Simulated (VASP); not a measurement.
VASP ran on this input.

**POSCAR**
```
K2S
7.3816590
  0.0000000000   0.4999999927   0.4999999927
  0.4999999927   0.0000000000   0.4999999927
  0.4999999927   0.4999999927   0.0000000000
K S
2 1
Direct
  0.2500000000   0.2500000000   0.2500000000
  0.7500000000   0.7500000000   0.7500000000
  1.0000000000   1.0000000000   0.0000000000
```

KPOINTS:
```
Automatic mesh
0
Gamma
5 5 5
0 0 0
```

INCAR:
```
ALGO  =  Normal
EDIFF  =  1E-7
ENCUT  =  520
GGA  =  PE
ISIF  =  2
ISMEAR  =  0
LASPH  =  .TRUE.
LCHARG  =  .FALSE.
LREAL  =  .FALSE.
LWAVE  =  .FALSE.
NELM  =  100
PREC  =  Accurate
SIGMA  =  0.05
SYSTEM  =  K2S
```

POTCAR, in this order: K_sv S (PBE.64 set). Program: vasp_std.

### Question
Translate this PBE calculation to Ansatz.

### Answer
One equivalent input (not run):
Ansatz 0.2 input:
```yaml
crystal:
  lattice:
    - [0.0000000, 3.6908294, 3.6908294]
    - [3.6908294, 0.0000000, 3.6908294]
    - [3.6908294, 3.6908294, 0.0000000]
  atoms:
    - { symbol: K, position: [0.2500000, 0.2500000, 0.2500000] }
    - { symbol: K, position: [0.7500000, 0.7500000, 0.7500000] }
    - { symbol: S, position: [1.0000000, 1.0000000, 0.0000000] }
kpoints:
  mp_grid: { grid: [5, 5, 5] }
hamiltonian:
  xc: pbe
  pseudopotentials: { kind: paw }
scf:
  occupations: { method: gaussian, width: 0.05 }
  max_iter: 100
output: { forces: true, stress: true, eigenvalues: true }
```
The two are equivalent in intent, not identical: each code has its own PAW files, so the cut-off isn't converted (ENCUT is set for VASP's; basis.ecutwfc is left out, and Ansatz then takes the one that its files recommend); Ansatz stops its SCF on the density residual and VASP on the energy change (EDIFF).

The compound is K2S in the antifluorite structure. This cell is one point of a volume scan, at 0.97 of the reference volume.
